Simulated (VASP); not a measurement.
# A VASP study of BaTiO3 (r2SCAN): structure first, properties next, part 2 of 5

What structure does BaTiO3 take at this level, and what are its properties? The start is a cell from a database of measured crystal structures.

VASP 6.6.1; r2SCAN; plane waves and PAW (Ba_sv, Ti_sv, O).

So far, gap on the k-mesh (eV): step 2 (relaxing cell and atoms (r2SCAN)) 2.24.

**3. Density, ELF and potential (r2SCAN)**

A single point on the relaxed cell gives a clean self-consistent state, with density, ELF and potential written out.

The input, INCAR:

```
SYSTEM = BaTiO3
PREC = Accurate
ENCUT = 520
EDIFF = 1E-06
NELM = 100
ISMEAR = 0
SIGMA = 0.05
LREAL = .FALSE.
ALGO = Normal
METAGGA = R2SCAN
LASPH = .TRUE.
NBANDS = 26
LORBIT = 11
LWAVE = .FALSE.
LCHARG = .TRUE.
ISIF = 2
LELF = .TRUE.
LVHAR = .TRUE.
```

The input, POSCAR:

```
BaTiO3
1.0
    4.0085032005      0.0000000000      0.0000000000
    0.0000000000      4.0085032005      0.0000000000
    0.0000000000      0.0000000000      4.0085032005
Ba Ti O
1 1 3
Direct
    0.5000000000      0.5000000000      0.5000000000
    0.0000000000      0.0000000000      0.0000000000
    0.5000000000      0.0000000000      0.0000000000
    0.0000000000      0.5000000000      0.0000000000
    0.0000000000      0.0000000000      0.5000000000
```

The input, KPOINTS:

```
Automatic mesh
0
Gamma
5 5 5
0 0 0
```

Potentials, in the order of the species: Ba_sv, Ti_sv and O (PBE family, release 64).

Run with:

```bash
mpirun -np 4 vasp_std
```

Output:

```text
[banner, memory and clock lines left out]
running    4 mpi-ranks, on    1 nodes
 distrk:  each k-point on    4 cores,    1 groups
 distr:  one band on    1 cores,    4 groups

 POSCAR found type information on POSCAR BaTiO
 POSCAR found :  3 types and       5 ions
 [... a notice as in an earlier step ...]

 LDA part: xc-table for (None), standard interpolation
|                                                                             |
|           W    W    AA    RRRRR   N    N  II  N    N   GGGG   !!!           |
|           W    W   A  A   R    R  NN   N  II  NN   N  G    G  !!!           |
|           W    W  A    A  R    R  N N  N  II  N N  N  G       !!!           |
|           W WW W  AAAAAA  RRRRR   N  N N  II  N  N N  G  GGG   !            |
|           WW  WW  A    A  R   R   N   NN  II  N   NN  G    G                |
|           W    W  A    A  R    R  N    N  II  N    N   GGGG   !!!           |
|                                                                             |
|     The number of bands has been changed from the values supplied in        |
|     The orbitals not found in the WAVECAR file will be initialized with     |
|     random numbers, which is usually adequate. For correlated               |
|     calculations, however, you should redo the groundstate calculation.     |
|     I found NBANDS = 26. Now, NBANDS = 28.                                  |
|                                                                             |

 POSCAR, INCAR and KPOINTS ok, starting setup
 FFT: planning ... GRIDC
 FFT: planning ... GRID_SOFT
 FFT: planning ... GRID
 WAVECAR not read
 entering main loop
       N       E                     dE             d eps       ncg     rms          rms(c)
DAV:   1     0.399415708257E+03    0.39942E+03   -0.20678E+04   560   0.155E+03
DAV:   2    -0.515412851786E+02   -0.45096E+03   -0.42801E+03   652   0.428E+02
DAV:   3    -0.950056044965E+02   -0.43464E+02   -0.43061E+02   680   0.135E+02
DAV:   4    -0.972524031169E+02   -0.22468E+01   -0.22421E+01   832   0.266E+01
DAV:   5    -0.973057867311E+02   -0.53384E-01   -0.53361E-01   720   0.387E+00    0.226E+01
DAV:   6    -0.735538704646E+02    0.23752E+02   -0.39165E+01   796   0.673E+01    0.627E+00
DAV:   7    -0.741840073660E+02   -0.63014E+00   -0.43357E+00   652   0.120E+01    0.487E+00
DAV:   8    -0.742108963739E+02   -0.26889E-01   -0.38686E-01   684   0.469E+00    0.142E+00
DAV:   9    -0.742352064840E+02   -0.24310E-01   -0.71456E-02   776   0.171E+00    0.667E-01
DAV:  10    -0.742333072125E+02    0.18993E-02   -0.41143E-02   680   0.135E+00    0.195E-01
DAV:  11    -0.742328577639E+02    0.44945E-03   -0.40433E-03   768   0.479E-01    0.116E-01
DAV:  12    -0.742328168151E+02    0.40949E-04   -0.93543E-04   756   0.265E-01    0.616E-02
DAV:  13    -0.742328047483E+02    0.12067E-04   -0.32694E-04   760   0.134E-01    0.363E-02
DAV:  14    -0.742327886639E+02    0.16084E-04   -0.61669E-05   672   0.790E-02    0.385E-03
DAV:  15    -0.742327895831E+02   -0.91913E-06   -0.32839E-06   540   0.164E-02
   1 F= -.74232790E+02 E0= -.74232790E+02  d E =-.716399E-15
```

Run time: 12 s. Hardware: 4 MPI ranks of Intel Xeon 6975P-C (Granite Rapids), shared host; peak memory 0.48 GiB; 44 s of CPU time.

OUTCAR, selected parts (step 3):

```text
  LATTYP: Found a simple cubic cell.
 ALAT       =     4.0085032005

The static configuration has the point symmetry O_h .

 Found     10 irreducible k-points:

   k-points           NKPTS =     10   k-points in BZ     NKDIM =     10   number of bands    NBANDS=     28

   NELECT =      40.0000    total number of electrons

 E-fermi :   3.6465

 k-point     1 :       0.0000    0.0000    0.0000
  band No.  band energies     occupation
    ...
     16       2.3803      2.00000
     17       2.3803      2.00000
     18       3.3369      2.00000
     19       3.3369      2.00000
     20       3.3369      2.00000
     21       5.6194      0.00000
     22       5.6194      0.00000
     23       5.6194      0.00000
     24       7.6319      0.00000
     25       7.6319      0.00000
    ...

 k-point     2 :       0.2000    0.0000    0.0000
  band No.  band energies     occupation
    ...
     16       2.0285      2.00000
     17       2.0740      2.00000
     18       2.5284      2.00000
     19       3.0951      2.00000
     20       3.0951      2.00000
     21       5.6696      0.00000
     22       6.2875      0.00000
     23       6.2875      0.00000
     24       7.6348      0.00000
     25       8.5724      0.00000
    ...

  Total       -0.0039212     -0.0039212     -0.0039212     -0.0000000      0.0000000     -0.0000000
  in kB       -0.0975393     -0.0975393     -0.0975393     -0.0000000      0.0000000     -0.0000000
  external PRESSURE =      -0.0975393 kB  Pullay stress =       0.0000000 kB

  energy-cutoff  :      520.00
  volume of cell :       64.41
      direct lattice vectors                 reciprocal lattice vectors
     4.008503200  0.000000000  0.000000000     0.249469677  0.000000000  0.000000000
     0.000000000  4.008503200  0.000000000     0.000000000  0.249469677  0.000000000
     0.000000000  0.000000000  4.008503200     0.000000000  0.000000000  0.249469677

 POSITION                                       TOTAL-FORCE (eV/Angst)
 -----------------------------------------------------------------------------------
      2.00425      2.00425      2.00425         0.000000      0.000000      0.000000
      0.00000      0.00000      0.00000         0.000000      0.000000      0.000000
      2.00425      0.00000      0.00000         0.000000      0.000000      0.000000
      0.00000      2.00425      0.00000         0.000000      0.000000      0.000000
      0.00000      0.00000      2.00425         0.000000      0.000000      0.000000
 -----------------------------------------------------------------------------------
    total drift:                                0.000000     -0.000000      0.000000

  FREE ENERGIE OF THE ION-ELECTRON SYSTEM (eV)
  ---------------------------------------------------
  free  energy   TOTEN  =       -74.2327895831 eV

  energy  without entropy=      -74.2327895831  energy(sigma->0) =      -74.23278958

 total charge
# of ion       s       p       d       tot
------------------------------------------
    1        2.018   5.669   0.302   7.990
    2        2.204   6.266   1.622  10.092
    3        1.567   3.497   0.000   5.065
    4        1.567   3.497   0.000   5.065
    5        1.567   3.497   0.000   5.065
--------------------------------------------------
tot          8.924  22.427   1.924  33.275

[... 5 parts as in an earlier step ...]

[... 5 further parts left out ...]
```

This step gave:

| Property | Result |
| --- | --- |
| SCF cycles | 15 |
| bands | 28 |
| free energy (TOTEN) | -74.2328 eV |
| Fermi energy | 3.647 eV |
| pressure | -0.009754 GPa |
| gap on the k-mesh | 2.240 eV |
| least direct gap on the k-mesh | 2.282 eV |

Valence electrons inside each PAW sphere by angular momentum. Sphere charges, by row:

| atom | s (e) | p (e) | d (e) | tot (e) |
| --- | --- | --- | --- | --- |
| Ba1 | 2.018 | 5.669 | 0.302 | 7.99 |
| Ti2 | 2.204 | 6.266 | 1.622 | 10.09 |
| O3 | 1.567 | 3.497 | 0 | 5.065 |
| O4 | 1.567 | 3.497 | 0 | 5.065 |
| O5 | 1.567 | 3.497 | 0 | 5.065 |

Valence density in the ac plane at fractional y = 0.000, with atoms of Ti and O within 0.2 Å of it. It is the smooth field of the valence electrons, not physical close to the nuclei.

Values in e/Å³, 14 rows by 14 columns, each cell a mean:
```
11  7  2  1  1  2  5  6  4  2  1  1  4  8
 5  3  1  0  1  1  2  3  2  1  0  0  2  4
 1  1  0  0  0  0  1  1  1  0  0  0  0  1
 1  1  0  0  0  0  0  0  0  0  0  0  0  1
 2  1  1  0  0  0  0  0  0  0  0  0  1  2
 5  3  1  0  0  0  0  0  0  0  0  1  2  4
 8  5  2  1  0  0  0  0  0  0  0  1  3  6
 6  4  1  0  0  0  0  0  0  0  0  1  2  5
 3  2  1  0  0  0  0  0  0  0  0  0  1  2
 1  1  0  0  0  0  0  0  0  0  0  0  1  1
 1  1  0  0  0  0  0  1  0  0  0  0  0  1
 3  2  1  0  0  1  1  2  1  1  0  0  1  2
 9  6  2  1  1  2  4  5  3  1  1  1  3  7
14  9  3  1  1  3  6  8  5  2  1  1  5 11
```
Columns run along a (4.0 Å), rows up along c (4.0 Å). Atoms in or near the plane, at fractional coordinates: Ti at (0.00, 0.00), O at (0.50, 0.00), O at (0.00, 0.50).

Electrostatic potential energy in the ac plane at fractional y = 0.000, with atoms of Ti and O within 0.2 Å of it. With pseudopotentials it is smooth inside the atoms' cores, unlike the true potential.

Values in eV, 14 rows by 14 columns, each cell a mean:
```
-60 -58 -38 -14  -2 -18 -48 -49 -40 -11  -4 -20 -48 -59
-52 -45 -25  -7   0  -3 -22 -28 -14  -1  -1 -11 -35 -48
-23 -18  -6  -1   3   4   3   3   3   4   2  -1 -11 -20
 -5  -3   0   2   4   5   5   5   5   5   3   2  -1  -4
-17  -8   2   4   5   5   4   4   4   5   5   4  -1 -11
-47 -35  -3   4   5   4   4   4   4   4   5   3 -14 -40
-46 -49 -11   3   5   4   4   3   4   4   5   3 -28 -49
-50 -44  -7   4   5   4   4   4   4   4   5   3 -22 -48
-26 -14   1   4   5   5   4   4   4   5   5   4  -3 -18
 -4  -2   1   3   4   5   5   5   5   5   4   3   0  -2
-17 -13  -4   0   3   4   4   3   4   4   2  -1  -7 -14
-42 -35 -17  -4   1   1  -7 -11  -3   2   0  -6 -25 -38
-60 -56 -35 -13  -2 -14 -44 -49 -35  -8  -3 -18 -45 -58
-60 -60 -42 -17  -4 -26 -50 -46 -47 -17  -5 -23 -52 -60
```
Columns run along a (4.0 Å; values clipped at the 3rd and 97th percentile), rows up along c (4.0 Å). Atoms in or near the plane, at fractional coordinates: Ti at (0.00, 0.00), O at (0.50, 0.00), O at (0.00, 0.50).

ELF in the ac plane at fractional y = 0.000, with atoms of Ti and O within 0.2 Å of it. It is the smooth field of the valence electrons, not physical close to the nuclei.

Ten even steps from '_' (0.09 × 1e-1) to '@' (9.80 × 1e-1), each cell a mean:
```
@@%%==..++%%****##%%--::++%%
**++::..++##%%%%%%##--..--++
::..____::++####**++..__..::
----::..__::====--..__..----
%%%%**==____________..++##%%
####%%**..__________--**%%##
==**%%##::__________==##%%**
++##%%**::__________==##%%**
%%%%##==..__________::++##%%
**++==::__..::::..____::++++
::..____::==**##**==..__....
==--..__==##%%%%%%**::__::==
@@##--..++%%##**##%%--..++%%
@@@@==::**%%++==##%%--::**@@
```
Columns run along a (4.0 Å), rows up along c (4.0 Å). Atoms in or near the plane, at fractional coordinates: Ti at (0.00, 0.00), O at (0.50, 0.00), O at (0.00, 0.50).

In this run the pressure is -0.01 GPa, small enough to go on; single stress components reach 0.01 GPa.

**4. Band structure (r2SCAN)**

Levels along the symmetry lines show where the bands peak and cross; KPOINTS_OPT computes them in the converged potential.

Changes to INCAR since step 3:

```diff
@@ -11,8 +11,6 @@
 LASPH = .TRUE.
-NBANDS = 26
+NBANDS = 35
 LORBIT = 11
 LWAVE = .FALSE.
-LCHARG = .TRUE.
-ISIF = 2
-LELF = .TRUE.
-LVHAR = .TRUE.
+LCHARG = .FALSE.
+KPAR = 4
```

POSCAR is that of step 3.

KPOINTS is that of step 3.

The input, KPOINTS_OPT:

```
Line mode
16
Line-mode
Reciprocal
  0.00000000   0.00000000   0.00000000 GAMMA
  0.00000000   0.50000000   0.00000000 X

  0.00000000   0.50000000   0.00000000 X
  0.50000000   0.50000000   0.00000000 M

  0.50000000   0.50000000   0.00000000 M
  0.00000000   0.00000000   0.00000000 GAMMA

  0.00000000   0.00000000   0.00000000 GAMMA
  0.50000000   0.50000000   0.50000000 R

  0.50000000   0.50000000   0.50000000 R
  0.00000000   0.50000000   0.00000000 X

  0.50000000   0.50000000   0.00000000 M
  0.50000000   0.50000000   0.50000000 R
```

Run with:

```bash
mpirun -np 4 vasp_std
```

Output:

```text
[banner, memory and clock lines left out]
running    4 mpi-ranks, on    1 nodes
 distrk:  each k-point on    1 cores,    4 groups
 distr:  one band on    1 cores,    1 groups

 POSCAR found type information on POSCAR BaTiO
 POSCAR found :  3 types and       5 ions
 [... a notice as in an earlier step ...]

 LDA part: xc-table for (None), standard interpolation
 POSCAR, INCAR and KPOINTS ok, starting setup
 FFT: planning ... GRIDC
 FFT: planning ... GRID_SOFT
 FFT: planning ... GRID
 WAVECAR not read
 entering main loop
       N       E                     dE             d eps       ncg     rms          rms(c)
DAV:   1     0.361364838242E+03    0.36136E+03   -0.19767E+04   700   0.123E+03
DAV:   2    -0.545488006012E+02   -0.41591E+03   -0.38488E+03   743   0.352E+02
DAV:   3    -0.955720422919E+02   -0.41023E+02   -0.40266E+02   885   0.115E+02
DAV:   4    -0.972742460247E+02   -0.17022E+01   -0.16931E+01  1021   0.208E+01
DAV:   5    -0.973060467745E+02   -0.31801E-01   -0.31760E-01   871   0.260E+00    0.225E+01
DAV:   6    -0.737598758792E+02    0.23546E+02   -0.20568E+01   819   0.538E+01    0.627E+00
DAV:   7    -0.742042293215E+02   -0.44435E+00   -0.24662E+00   856   0.999E+00    0.498E+00
DAV:   8    -0.742256594211E+02   -0.21430E-01   -0.26638E-01   948   0.428E+00    0.141E+00
DAV:   9    -0.742366640575E+02   -0.11005E-01   -0.83734E-02   868   0.223E+00    0.616E-01
DAV:  10    -0.742377246387E+02   -0.10606E-02   -0.32914E-02   924   0.103E+00    0.641E-01
DAV:  11    -0.742334627320E+02    0.42619E-02   -0.25649E-02   817   0.135E+00    0.193E-01
DAV:  12    -0.742329080749E+02    0.55466E-03   -0.12104E-03   889   0.268E-01    0.932E-02
DAV:  13    -0.742328059157E+02    0.10216E-03   -0.27364E-04   959   0.110E-01    0.372E-02
DAV:  14    -0.742327920671E+02    0.13849E-04   -0.35778E-05   927   0.482E-02    0.160E-02
DAV:  15    -0.742327887890E+02    0.32781E-05   -0.76271E-06   890   0.167E-02    0.783E-03
DAV:  16    -0.742327887198E+02    0.69188E-07   -0.12277E-06   553   0.933E-03
   1 F= -.74232789E+02 E0= -.74232789E+02  d E =-.256220E-24
 Start KPOINTS_OPT (optional k-point list driver)
k-point batch [1-10\96]
       N       E                     dE             ncg
DAV:   1    -0.585995476838E+02   -0.21019E+04      700
DAV:   2    -0.388456201492E+04   -0.38260E+04      764
DAV:   3    -0.423754095587E+04   -0.35298E+03      847
DAV:   4    -0.425184165494E+04   -0.14301E+02     1048
DAV:   5    -0.425202106507E+04   -0.17941E+00      813
DAV:   6    -0.425202410352E+04   -0.30385E-02      873
DAV:   7    -0.425202418569E+04   -0.82164E-04      861
DAV:   8    -0.425202418840E+04   -0.27146E-05      782
DAV:   9    -0.425202418850E+04   -0.99713E-07      648
[...]
k-point batch [91-96\96]
       N       E                     dE             ncg
DAV:   1     0.587829246430E+04   -0.91913E+04      420
DAV:   2     0.350590406300E+04   -0.23724E+04      452
DAV:   3     0.326662555486E+04   -0.23928E+03      528
DAV:   4     0.325728027317E+04   -0.93453E+01      616
DAV:   5     0.325706968549E+04   -0.21059E+00      512
DAV:   6     0.325706401270E+04   -0.56728E-02      543
DAV:   7     0.325706383887E+04   -0.17383E-03      520
DAV:   8     0.325706383251E+04   -0.63550E-05      434
DAV:   9     0.325706383222E+04   -0.29677E-06      392
```

Elapsed: 63 s, on 4 MPI ranks; peak memory 0.77 GiB; 4 min of CPU time.

Parts of OUTCAR (step 4):

```text
The static configuration has the point symmetry O_h .

 Found     10 irreducible k-points:

   k-points           NKPTS =     10   k-points in BZ     NKDIM =     10   number of bands    NBANDS=     35

   NELECT =      40.0000    total number of electrons

 E-fermi :   3.7348

 k-point     1 :       0.0000    0.0000    0.0000
  band No.  band energies     occupation
    ...
     16       2.3811      2.00000
     17       2.3811      2.00000
     18       3.3377      2.00000
     19       3.3377      2.00000
     20       3.3377      2.00000
     21       5.6180      0.00000
     22       5.6180      0.00000
     23       5.6180      0.00000
     24       7.6303      0.00000
     25       7.6303      0.00000
    ...

 k-point     2 :       0.2000    0.0000    0.0000
  band No.  band energies     occupation
    ...
     16       2.0291      2.00000
     17       2.0747      2.00000
     18       2.5291      2.00000
     19       3.0958      2.00000
     20       3.0958      2.00000
     21       5.6682      0.00000
     22       6.2863      0.00000
     23       6.2863      0.00000
     24       7.6331      0.00000
     25       8.5710      0.00000
    ...

  Total       -0.0038508     -0.0038508     -0.0038508      0.0000000      0.0000000      0.0000000
  in kB       -0.0957882     -0.0957882     -0.0957882      0.0000000      0.0000000      0.0000000
  external PRESSURE =      -0.0957882 kB  Pullay stress =       0.0000000 kB

  FREE ENERGIE OF THE ION-ELECTRON SYSTEM (eV)
  ---------------------------------------------------
  free  energy   TOTEN  =       -74.2327887198 eV

  energy  without entropy=      -74.2327887198  energy(sigma->0) =      -74.23278872

[... 9 parts as in an earlier step ...]

[... 5 further parts left out ...]
```

Numbers from this step:

| Item | Value |
| --- | --- |
| SCF cycles | 16 |
| bands | 35 |
| Fermi energy | 3.735 eV |
| pressure | -0.009579 GPa |
| least gap on mesh and path | 2.120 eV |
| least direct gap on mesh and path | 2.280 eV |
| valence top at k | 0.5, 0.5, 0.5 |

Electronic bands along the path, in eV, zero at the valence-band top; v1 is the highest filled band, c1 the lowest empty one:

| point | v4 | v3 | v2 | v1 | c1 | c2 | c3 | c4 |
| --- | --- | --- | --- | --- | --- | --- | --- | --- |
| Γ | -1.12 | -0.16 | -0.16 | -0.16 | 2.12 | 2.12 | 2.12 | 4.13 |
| 0.47 of the way | -1.51 | -1.15 | -0.46 | -0.46 | 2.19 | 2.96 | 2.96 | 4.14 |
| X | -1.82 | -1.82 | -0.75 | -0.75 | 2.27 | 3.82 | 3.82 | 4.14 |
| 0.53 of the way | -1.37 | -1.34 | -1.13 | -0.45 | 3.19 | 3.83 | 3.99 | 4.87 |
| M | -1.79 | -0.89 | -0.89 | -0.09 | 3.83 | 3.83 | 4.27 | 5.04 |
| 0.47 of the way | -1.53 | -1.04 | -1.02 | -0.48 | 3.10 | 3.22 | 3.50 | 4.77 |
| Γ | -1.12 | -0.16 | -0.16 | -0.16 | 2.12 | 2.12 | 2.12 | 4.13 |
| 0.53 of the way | -2.39 | -0.71 | -0.71 | -0.53 | 3.62 | 3.63 | 3.63 | 6.38 |
| R | -2.42 | 0.00 | 0.00 | 0.00 | 4.51 | 4.51 | 4.51 | 7.39 |
| 0.47 of the way | -2.25 | -0.85 | -0.56 | -0.42 | 3.71 | 4.09 | 4.10 | 6.34 |
| X | -1.82 | -1.82 | -0.75 | -0.75 | 2.27 | 3.82 | 3.82 | 4.14 |
| jump to M | -1.79 | -0.89 | -0.89 | -0.09 | 3.83 | 3.83 | 4.27 | 5.04 |
| 0.47 of the way | -2.50 | -0.57 | -0.57 | -0.05 | 4.11 | 4.11 | 4.37 | 6.41 |
| R | -2.42 | 0.00 | 0.00 | 0.00 | 4.51 | 4.51 | 4.51 | 7.39 |

Of the projections kept (Ba, Ti, O), the largest for each band there, as a share of the weight inside these atoms' spheres; weight between the spheres isn't counted:

| point | v4 | v3 | v2 | v1 | c1 | c2 | c3 | c4 |
| --- | --- | --- | --- | --- | --- | --- | --- | --- |
| Γ | O 1.00 | O 0.95 | O 0.95 | O 0.95 | Ti 0.97 | Ti 0.97 | Ti 0.97 | Ti 0.96 |
| X | O 0.73 | O 0.73 | O 0.94 | O 0.94 | Ti 1.00 | Ti 0.82 | Ti 0.82 | Ti 0.96 |
| M | O 0.86 | O 0.89 | O 0.89 | O 0.98 | Ti 0.84 | Ti 0.84 | Ti 0.87 | Ti 0.89 |
| Γ | O 1.00 | O 0.95 | O 0.95 | O 0.95 | Ti 0.97 | Ti 0.97 | Ti 0.97 | Ti 0.96 |
| R | O 0.59 | O 1.00 | O 1.00 | O 1.00 | Ti 0.83 | Ti 0.83 | Ti 0.83 | Ba 0.85 |
| X | O 0.73 | O 0.73 | O 0.94 | O 0.94 | Ti 1.00 | Ti 0.82 | Ti 0.82 | Ti 0.96 |

The path lowers the gap by 0.12 eV against the mesh alone, so a band edge lies off the mesh.

The path shows an indirect gap of 2.12 eV (valence top at R, conduction bottom at Γ). The least direct gap is 2.28 eV.

(Continued in part 3 of 5.)

[Lines on the potential files, build, host, timing and source positions are cut from VASP's logs without a mark.]

[Logs are printed without paths, hosts, clocks, repeated set-up lines and the standing remarks that a program may print on its own settings, such as how far it seeks lower states.]

[Hosts, paths, dates, database ids (printed as entryN), source tags and the programs' standing remarks are cut or masked in the printed files.]

[A measured line is paired with the nearest computed mode of its activity, which favours agreement.]

[In band tables of VASP the shares of atoms and orbitals are scaled to a sum of 1 inside the atoms' spheres.]
